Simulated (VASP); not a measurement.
A convergence study with VASP on Sn (beta): one setting is varied, all else stays as given below, so the limit is that of these other settings.

```
Sn
1.0
   -2.91500     2.91500     1.59000
    2.91500    -2.91500     1.59000
    2.91500     2.91500    -1.59000
Sn
2
Direct
  0.25000   0.75000   0.50000
  0.00000   0.00000   0.00000
```

Method: PBE GGA, VASP's PBE PAW potentials (set 64) (plane waves; VASP). The tightest run used: 550 eV cut-off, 23×23×23 Γ-centred mesh, tetrahedra with Blöchl corrections, potentials Sn_d.

```tsv
setting	E (eV/atom)	pressure (GPa)	irreducible k-points
3×3×3 mesh	-3.6915	1.74	6
4×4×4 mesh	-3.7494	2.79	13
5×5×5 mesh	-3.8037	2.88	18
```

**Question.** These are the cheaper rows. Estimate the results at 23×23×23 mesh, and how far the last row shown lies from them.

**Answer.** 
```
quantity        tightest run  last row shown is off by
--------------  ------------  ------------------------
E (eV/atom)          -3.7944                   -0.0093
pressure (GPa)          2.61                      0.26
```

Left out are rungs that failed or repeat a setting and relaxations that didn't move; long series are thinned to 24 rows.

The compound is Sn in the beta structure. The cell was not relaxed at this level.
